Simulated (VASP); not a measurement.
Data:

```
CELL_PARAMETERS angstrom
     -1.73571     1.73571     4.82462
      1.73571    -1.73571     4.82462
      1.73571     1.73571    -4.82462
ATOMIC_POSITIONS crystal
  Lu 0.00000 0.00000 0.00000
  Ge 0.30860 0.30860 0.00000
  Ge 0.69140 0.69140 0.00000
```

Calculation: PBEsol GGA, VASP's PBE PAW potentials (set 64) (plane waves; VASP). Settings: 480 eV cut-off, 12×12×12 Γ-centred mesh, first-order Methfessel-Paxton smearing of 0.10 eV, potentials Lu_3 Ge_d.

Each row applies one change to this cell, which was relaxed at other settings and keeps the small stress of the first row; at a fixed cut-off the stress holds a Pulay part, so it need not integrate to ΔE exactly. Stress is in GPa, positive when the cell is compressed.

| change | ΔE (meV/atom) | σxx | σyy | σzz | largest shear component, with its sign (GPa) | largest force (eV/Å) |
|---|---|---|---|---|---|---|
| none | 0.0 | 0.06 | 0.06 | 0.28 | 0.00 | 0.021 |
| biaxial strain of +1.0 % in the xy plane | 1.7 | -1.74 | -1.74 | -0.67 | 0.00 | 0.009 |
| isotropic strain of +2.0 % | 15.2 | -4.13 | -4.13 | -4.65 | 0.00 | 0.070 |
| biaxial strain of +0.5 % in the xy plane | 0.3 | -0.86 | -0.86 | -0.20 | 0.00 | 0.004 |

Failed runs are left out, and for metals the shear rows, which the mesh's noise covers.

The structure was generated: LuGe2 was put into the MoSi2 type (I4/mmm), which need not be its known phase. The electron count is odd and the run is not spin-polarised, which forces a metal.
